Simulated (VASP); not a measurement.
All values below come from PBE GGA, VASP's PBE PAW potentials (set 64) (plane waves; VASP).

VASP input:

File POSCAR:
```
Ta2N
1
    3.1128600000     0.0000000000     0.0000000000
   -1.5564300000     2.6958160000     0.0000000000
    0.0000000000     0.0000000000     4.8698400000
Ta N
2 1
Direct
  0.6666670000   0.3333330000   0.7452900000
  0.3333330000   0.6666670000   0.2547100000
  0.0000000000   0.0000000000   0.0000000000
```

**KPOINTS**
```
K-points
0
gamma
  10 10 6
```

### INCAR
```
! general
SYSTEM =Ta2N
PREC   =Accurate
ENCUT  =400
LREAL  =.False.
LASPH  =.True.

! electronic loop
EDIFF  =1E-6
NELM   =100
ALGO   =Normal
LMAXMIX=6

! smearing
ISMEAR =-1
SIGMA  =0.136

! functional
GGA    =PE

! ions
ISIF   =2

! output
LWAVE  =.False.
LCHARG =.False.
```

POTCAR, in this order: Ta_pv N (PBE.64 set). Program: vasp_std.

The run wrote:

OSZICAR:
```
       N       E                     dE             d eps       ncg     rms          rms(c)
DAV:   1     0.183391693911E+03    0.18339E+03   -0.13277E+04  2456   0.134E+03
DAV:   2    -0.306785796943E+02   -0.21407E+03   -0.21163E+03  2894   0.391E+02
DAV:   3    -0.375937681790E+02   -0.69152E+01   -0.67790E+01  3268   0.648E+01
DAV:   4    -0.376800030590E+02   -0.86235E-01   -0.84986E-01  3110   0.635E+00
DAV:   5    -0.376818154760E+02   -0.18124E-02   -0.17622E-02  3423   0.554E-01    0.267E+01
DAV:   6    -0.347959747028E+02    0.28858E+01   -0.21437E+01  2814   0.288E+01    0.128E+01
DAV:   7    -0.344795317242E+02    0.31644E+00   -0.22929E+00  2815   0.961E+00    0.677E+00
DAV:   8    -0.344268156451E+02    0.52716E-01   -0.27393E-01  3051   0.462E+00    0.500E-01
DAV:   9    -0.344226104464E+02    0.42052E-02   -0.43917E-02  3231   0.130E+00    0.250E-01
DAV:  10    -0.344222607006E+02    0.34975E-03   -0.10108E-02  3062   0.706E-01    0.103E-01
DAV:  11    -0.344220164468E+02    0.24425E-03   -0.20333E-03  2733   0.259E-01    0.272E-02
DAV:  12    -0.344220178945E+02   -0.14478E-05   -0.97719E-05  3214   0.742E-02    0.582E-03
DAV:  13    -0.344220170900E+02    0.80460E-06   -0.32248E-06  3072   0.149E-02
   1 F= -.34422017E+02 E0= -.34382726E+02  d E =-.785814E-01
```

File OUTCAR:
```
------------------------ aborting loop because EDIFF is reached ----------------------------------------
  FORCE on cell =-STRESS in cart. coord.  units (eV):
  Direction    XX          YY          ZZ          XY          YZ          ZX
  --------------------------------------------------------------------------------------
  Total       -0.7274337     -0.7274338     -0.4454171      0.0000000      0.0000000      0.0000000
  in kB      -28.5193397    -28.5193431    -17.4627626      0.0000000      0.0000000      0.0000000
  external PRESSURE =     -24.8338151 kB  Pullay stress =       0.0000000 kB
  volume of cell :       40.87
      direct lattice vectors                 reciprocal lattice vectors
     3.112860000  0.000000000  0.000000000     0.321247984  0.185472599  0.000000000
    -1.556430000  2.695816000  0.000000000     0.000000000  0.370945198  0.000000000
     0.000000000  0.000000000  4.869840000     0.000000000  0.000000000  0.205345556
 POSITION                                       TOTAL-FORCE (eV/Angst)
 -----------------------------------------------------------------------------------
      1.55643      0.89860      3.62944         0.000000     -0.000000     -0.024351
     -0.00000      1.79721      1.24040        -0.000000      0.000000      0.024351
      0.00000      0.00000      0.00000        -0.000000      0.000000      0.000000
 -----------------------------------------------------------------------------------
    total drift:                               -0.000000      0.000000      0.000000
  FREE ENERGIE OF THE ION-ELECTRON SYSTEM (eV)
  ---------------------------------------------------
  free  energy   TOTEN  =       -34.4220170900 eV

  energy  without entropy=      -34.3434357168  energy(sigma->0) =      -34.38272640
```
(Selected blocks of OUTCAR.)

OUTCAR:
```
 val. band max:        7.4625486983   @ k =  -0.1000   0.4000   0.1667

 cond. band min:       7.4759691898   @ k =   0.0000   0.3000   0.3333


 Fermi energy:         7.4642708410

 k-point     1 :       0.0000    0.0000    0.0000
  band No.  band energies     occupation
      1     -28.2171      2.00000
      2     -27.5056      2.00000
      3     -27.5056      2.00000
      4     -27.3804      2.00000
      5     -27.3804      2.00000
      6     -27.2629      2.00000
      7      -9.9666      2.00000
      8      -0.9196      2.00000
      9       1.4316      2.00000
     10       1.4316      2.00000
     11       2.5002      2.00000
     12       6.8185      1.98281
     13       7.2393      1.67898
     14       7.2393      1.67896
     15       7.7478      0.22111
     16       7.7479      0.22107
     17       7.7504      0.21750

 k-point     2 :       0.1000   -0.0000    0.0000
  band No.  band energies     occupation
      1     -28.1878      2.00000
      2     -27.5636      2.00000
      3     -27.5266      2.00000
      4     -27.4386      2.00000
      5     -27.3851      2.00000
      6     -27.2744      2.00000
      7      -9.8619      2.00000
      8      -0.6881      2.00000
      9       0.7428      2.00000
     10       1.4369      2.00000
     11       3.1234      2.00000
     12       6.0163      1.99995
     13       6.7758      1.98742
     14       7.4464      1.06574
     15       7.4501      1.05199
     16       7.5156      0.81365
     17       8.7313      0.00018

 k-point     3 :       0.2000   -0.0000    0.0000
  band No.  band energies     occupation
      1     -28.1059      2.00000
      2     -27.7163      2.00000
      3     -27.5833      2.00000
      4     -27.5776      2.00000
      5     -27.4009      2.00000
      6     -27.3103      2.00000
      7      -9.6098      2.00000
      8      -0.2295      2.00000
      9       0.0242      2.00000
     10       1.4044      2.00000
     11       3.7085      2.00000
...
```

At this cut-off the stress carries a Pulay error, which pulls relaxed volumes low. Unless said otherwise, spin-orbit coupling is left out, though it shifts the bands of the heavy elements here.

The structure comes from a computed database's Ta2N entry; how it stands against other phases isn't given here. The cell was not relaxed at this level. The electron count is odd and the run is not spin-polarised, which forces a metal. VASP warned that the highest band is occupied, so more bands are needed.
